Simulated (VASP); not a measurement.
Input:

```
Ru
1.0
    1.35500    -2.34693     0.00000
    1.35500     2.34693     0.00000
    0.00000     0.00000     4.28000
Ru
2
Direct
  0.33333   0.66667   0.25000
  0.66667   0.33333   0.75000
```

These are RPBE GGA, VASP's PBE PAW potentials (set 64) (plane waves; VASP) values and carry that method's errors. Numerical set-up: 520 eV cut-off, 14×14×8 Γ-centred mesh, first-order Methfessel-Paxton smearing of 0.10 eV, potentials Ru_pv.

Energy and stress use the plane-wave basis of the starting cell.

Q: The ions, cell shape and volume are relaxed. What does this cell relax into?

A: 
```
Ru
1.0
    1.36764    -2.36882     0.00000
    1.36764     2.36882     0.00000
    0.00000     0.00000     4.30935
Ru
2
Direct
  0.33333   0.66667   0.25000
  0.66667   0.33333   0.75000
```
Space group P6_3/mmc (194), at a tolerance of 0.03 Å.

Q: How do energy and volume change from the first to the last step?

A: The energy (σ→0) changes by -8.7 meV/atom and the volume by +2.6 %, in 7 ionic steps.

```
step  E(σ→0) (eV)  max force (eV/Å)  pressure (GPa)  volume (Å³)
----  -----------  ----------------  --------------  -----------
1        -17.1513             0.000            8.08        27.22
2        -17.0441             0.000          -17.81        30.02
3        -17.1686             0.000           -0.17        27.95
4        -17.1686             0.000           -0.07        27.94
5        -17.1686             0.000            0.09        27.92
6        -17.1687             0.000            0.08        27.92
7        -17.1687             0.000            0.09        27.92
```

The compound is Ru in the hcp structure. This run relaxes it. Symmetry was kept, so distortions that lower it aren't found.
